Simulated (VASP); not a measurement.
```
CELL_PARAMETERS angstrom
      0.00000     2.75910     2.75910
      2.75910     0.00000     2.75910
      2.75910     2.75910     0.00000
ATOMIC_POSITIONS crystal
  Si 0.25000 0.25000 0.25000
  Si 0.75000 0.75000 0.75000
  Ni 0.00000 0.00000 0.00000
```

The base run (VASP): PBE GGA, plane waves, VASP's PBE PAW potentials (set 64). Settings: 400 eV cut-off, 9×9×9 Γ-centred mesh, first-order Methfessel-Paxton smearing of 0.10 eV, potentials Si Ni.

One setting is varied; ΔE counts from the base run. The base run took about 9 core-seconds. The timings are rough (shared machines, no repeats); factors under 2 mean little.

Pressures at a finite cut-off, here 400 eV, hold a Pulay part, which wasn't tested here.

```json
[
 {"setting": "PREC = Normal", "cost over the base run": "within a factor of 2", "electronic steps": "14", "ΔE (meV/atom)": "0.0", "pressure (GPa)": "-5.12"},
 {"setting": "PREC = Low", "cost over the base run": "within a factor of 2", "electronic steps": "14", "ΔE (meV/atom)": "-0.6", "pressure (GPa)": "-5.09"},
 {"setting": "PREC = Single", "cost over the base run": "within a factor of 2", "electronic steps": "14", "ΔE (meV/atom)": "0.0", "pressure (GPa)": "-5.10"},
 {"setting": "LASPH = .FALSE.", "cost over the base run": "within a factor of 2", "electronic steps": "14", "ΔE (meV/atom)": "0.7", "pressure (GPa)": "-5.13"},
 {"setting": "base run", "cost over the base run": "reference", "electronic steps": "14", "ΔE (meV/atom)": "0.0", "pressure (GPa)": "-5.12"},
 {"setting": "ADDGRID = .TRUE.", "cost over the base run": "within a factor of 2", "electronic steps": "14", "ΔE (meV/atom)": "0.0", "pressure (GPa)": "-5.12"},
 {"setting": "LREAL = Auto", "cost over the base run": "within a factor of 2", "electronic steps": "14", "ΔE (meV/atom)": "-0.3", "pressure (GPa)": "-5.11"}
]
```

Left out are runs that failed, have no time on record or changed the cell.

The compound is NiSi2 in the fluorite structure. The cell was not relaxed at this level.
